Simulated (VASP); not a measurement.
**KNi in VASP: the effect of starting spin order**

Crystal: KNi.

```xyz
4
Lattice="3.6605 3.6605 0.0000 -3.6605 3.6605 0.0000 0.0000 0.0000 3.4789" Properties=species:S:1:pos:R:3 pbc="T T T"
K     0.0000    0.0000    0.0000
K     0.0000    3.6605    0.0000
Ni    1.8302    1.8302    1.7394
Ni   -1.8302    1.8302    1.7394
```

The cell was built by a generator and needn't be a form met in nature.

Alike in all runs:

```yaml
Program: VASP 6.6.1
Task: single point
Functional: PBEsol
Potentials_or_basis: VASP PAW PBE potentials, release 64 (K_sv, Ni)
Cutoff: 520 eV
k_mesh: 4 × 4 × 6
Occupations: fermi-dirac, width 0.05 eV
Hubbard_terms: Ni d U = 5 eV
```

```tsv
starting spin order	energy over the lowest run (meV/atom)	pressure (GPa)	final net moment (μB)	final largest site moment (μB)
non-magnetic	444.3	-0.1	0.00	0.00
ferromagnetic	?	?	?	?
antiferromagnetic	0.0	5.7	0.00	0.99
ferrimagnetic	0.0	5.7	0.00	0.99
random collinear	0.0	5.7	0.00	0.99
```

Question: What does the run with starting spin order ferromagnetic give?

Answer: Energy over the lowest run 298.4 meV/atom; pressure 3.6 GPa; final net moment 1.91 μB; final largest site moment 1.07 μB.

Caveats: the PAW data sets were made with another functional, which shifts forces and pressure a little; the U is typed as a test and isn't derived for this compound; U without spin polarisation on a metal has little footing (some runs).
